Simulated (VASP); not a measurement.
# SnTe: how cutoff and mesh change the relaxed cell, part 2 of 2

How far does the relaxed cell of SnTe depend on cutoff and k mesh? The starting structure is a measured crystal structure from the Crystallography Open Database. The first relaxation on each setting starts from this cell expanded by 3 % in volume.

VASP 6.6.1.

Results so far: reference 31.06 Å³ an atom; a cutoff of 240 eV 30.86 Å³ an atom; a 3×3×3 mesh 31.05 Å³ an atom.

**5. Relaxation with a cutoff of 600 eV**

Level of this step: PBEsol; plane waves and PAW (Te, Sn_d) (VASP).

Against step 2 the input has ENCUT = 600. This run starts from the cell of an earlier relaxation, which isn't shown; the restart sets up the plane waves anew.

INCAR reads:

```
SYSTEM = SnTe
PREC = Accurate
ENCUT = 600
EDIFF = 1E-06
NELM = 100
ISMEAR = 0
SIGMA = 0.03
LREAL = .FALSE.
ALGO = Normal
GGA = PS
NBANDS = 16
LORBIT = 11
LWAVE = .FALSE.
LCHARG = .FALSE.
KPAR = 4
IBRION = 2
NSW = 50
ISIF = 3
EDIFFG = -0.006
```

POSCAR reads:

```
SnTe
1.0
    0.0000000000      3.1433751592      3.1433751592
    3.1433751592      0.0000000000      3.1433751592
    3.1433751592      3.1433751592      0.0000000000
Te Sn
1 1
Direct
    0.5000000000      0.5000000000      0.5000000000
    0.0000000000      0.0000000000      0.0000000000
```

KPOINTS reads:

```
Automatic mesh
0
Gamma
6 6 6
0 0 0
```

PAW data sets: Te and Sn_d (PBE family, release 64).

Started as:

```sh
> mpirun -np 4 vasp_std
```

The log of the run:

```text
[... set-up lines as in an earlier step ...]
 entering main loop
       N       E                     dE             d eps       ncg     rms          rms(c)
DAV:   1     0.126910330250E+03    0.12691E+03   -0.10613E+04   512   0.160E+03
DAV:   2     0.222046260318E+01   -0.12469E+03   -0.12213E+03   536   0.371E+02
DAV:   3    -0.813568117440E+01   -0.10356E+02   -0.10323E+02   712   0.912E+01
DAV:   4    -0.838546612040E+01   -0.24978E+00   -0.24973E+00   568   0.148E+01
[...]
DAV:  10    -0.834125626783E+01    0.18878E-04   -0.66315E-05   656   0.795E-02    0.236E-02
DAV:  11    -0.834125545920E+01    0.80863E-06   -0.21241E-05   688   0.407E-02    0.148E-02
DAV:  12    -0.834125533258E+01    0.12662E-06   -0.17589E-06   520   0.129E-02
   1 F= -.83412553E+01 E0= -.83412551E+01  d E =-.834126E+01
[...]
reached required accuracy - stopping structural energy minimisation
```

The job ended after 12 s (4 MPI ranks of AMD EPYC 7R43, shared host; peak memory 0.72 GiB).

Parts of OUTCAR (step 5):

```text
  Total       -0.0081194     -0.0081194     -0.0081194      0.0000000      0.0000000      0.0000000
  in kB       -0.2094184     -0.2094184     -0.2094184      0.0000000      0.0000000      0.0000000
  external PRESSURE =      -0.2094184 kB  Pullay stress =       0.0000000 kB

 POSITION                                       TOTAL-FORCE (eV/Angst)
 -----------------------------------------------------------------------------------
      3.14338      3.14338      3.14338         0.000000      0.000000      0.000000
      0.00000      0.00000      0.00000        -0.000000     -0.000000     -0.000000
 -----------------------------------------------------------------------------------
    total drift:                               -0.000000      0.000000      0.000000

  FREE ENERGIE OF THE ION-ELECTRON SYSTEM (eV)
  ---------------------------------------------------
  free  energy   TOTEN  =        -8.3412553326 eV

  energy  without entropy=       -8.3412549423  energy(sigma->0) =       -8.34125514

[... 2 parts as in an earlier step ...]

[... 2 further parts left out ...]
[key lines of the parts left out:]
E-fermi :   6.9144
```

With a cutoff of 600 eV the cell ends at 31.059 Å³ an atom, +0.01 % from the reference.

**6. Relaxation with an 8×8×8 mesh**

Against step 2 the input has an 8×8×8 mesh. This run starts from the cell of an earlier relaxation, which isn't shown; the restart sets up the plane waves anew.

Edit INCAR of step 5 so:

```diff
@@ -2,3 +2,3 @@
 PREC = Accurate
-ENCUT = 600
+ENCUT = 450
 EDIFF = 1E-06
```

POSCAR reads:

```
SnTe
1.0
    0.0000000000      3.1448932920      3.1448932920
    3.1448932920      0.0000000000      3.1448932920
    3.1448932920      3.1448932920      0.0000000000
Te Sn
1 1
Direct
    0.5000000000      0.5000000000      0.5000000000
    0.0000000000      0.0000000000      0.0000000000
```

KPOINTS reads:

```
Automatic mesh
0
Gamma
8 8 8
0 0 0
```

Started as:

```sh
> mpirun -np 4 vasp_std
```

The log of the run:

```text
[... set-up lines as in an earlier step ...]
 entering main loop
       N       E                     dE             d eps       ncg     rms          rms(c)
DAV:   1     0.119042404359E+03    0.11904E+03   -0.88762E+03   936   0.131E+03
DAV:   2     0.139537709613E+01   -0.11765E+03   -0.11480E+03   984   0.335E+02
DAV:   3    -0.812785252051E+01   -0.95232E+01   -0.95025E+01  1208   0.849E+01
DAV:   4    -0.838226561211E+01   -0.25441E+00   -0.25437E+00  1072   0.152E+01
[...]
DAV:  10    -0.833790558698E+01    0.21345E-04   -0.75251E-05  1280   0.833E-02    0.201E-02
DAV:  11    -0.833790492639E+01    0.66059E-06   -0.25676E-05  1200   0.436E-02    0.209E-02
DAV:  12    -0.833790473150E+01    0.19489E-06   -0.21678E-06  1032   0.130E-02
   1 F= -.83379047E+01 E0= -.83379046E+01  d E =-.833790E+01
[...]
reached required accuracy - stopping structural energy minimisation
```

Run time: 11 s. Hardware: 4 MPI ranks; peak memory 0.61 GiB.

From OUTCAR (step 6):

```text
  Total       -0.0074052     -0.0074052     -0.0074052      0.0000000      0.0000000      0.0000000
  in kB       -0.1907207     -0.1907207     -0.1907207      0.0000000      0.0000000      0.0000000
  external PRESSURE =      -0.1907207 kB  Pullay stress =       0.0000000 kB

 POSITION                                       TOTAL-FORCE (eV/Angst)
 -----------------------------------------------------------------------------------
      3.14489      3.14489      3.14489        -0.000000      0.000000      0.000000
      0.00000      0.00000      0.00000         0.000000     -0.000000     -0.000000
 -----------------------------------------------------------------------------------
    total drift:                                0.000000     -0.000000     -0.000000

  FREE ENERGIE OF THE ION-ELECTRON SYSTEM (eV)
  ---------------------------------------------------
  free  energy   TOTEN  =        -8.3379047315 eV

  energy  without entropy=       -8.3379044998  energy(sigma->0) =       -8.33790462

[... 1 part as in an earlier step ...]

[... 3 further parts left out ...]
[key lines of the parts left out:]
E-fermi :   6.8994
```

With an 8×8×8 mesh the cell ends at 31.104 Å³ an atom, +0.15 % from the reference.

**7. The runs compared**

| run | volume (Å³/atom) | change (%) | pressure left (GPa) | core minutes |
| --- | --- | --- | --- | --- |
| reference | 31.057 | - | -0.01 | 1.49 |
| a cutoff of 240 eV | 30.862 | -0.63 | 0.0 | 1.01 |
| a 3×3×3 mesh | 31.049 | -0.02 | 0.01 | 0.84 |
| a cutoff of 600 eV | 31.059 | 0.01 | -0.02 | 2.59 |
| an 8×8×8 mesh | 31.104 | 0.15 | -0.02 | 2.4 |

Core minutes are wall time times ranks, summed over the relaxations behind a row (those for a bulk modulus apart), on shared hosts.

**8. Results**

| Quantity | Value |
| --- | --- |
| volume of the reference | 31.06 Å³/atom |
| volume against the reference, a cutoff of 240 eV | -0.63 % |
| volume against the reference, a 3×3×3 mesh | -0.02 % |
| volume against the reference, a cutoff of 600 eV | +0.01 % |
| volume against the reference, an 8×8×8 mesh | +0.15 % |

**Reading.** The volume moves most with a cutoff of 240 eV: -0.63 % against the reference (450 eV, 6×6×6 mesh). On finer settings it changes by +0.01 % with a cutoff of 600 eV and +0.15 % with an 8×8×8 mesh. The relaxations stop with up to 0.02 GPa left, which at a bulk modulus of 50 GPa, to name a scale, is 0.04 % of the volume. That understates it: a restart alone still moved the volume by up to 0.4 %. A cell that shrinks at the lower cutoff is the usual mark of Pulay stress, the error that a plane-wave basis makes when it is kept while the volume changes. Further runs on this material are not shown.

[Lines on the potential files, build, host, timing and source positions are cut from VASP's logs without a mark.]

[Logs are printed without paths, hosts, clocks, repeated set-up lines and the standing remarks that a program may print on its own settings, such as how far it seeks lower states.]

[Hosts, paths, dates, database ids (printed as entryN), source tags and the programs' standing remarks are cut or masked in the printed files.]
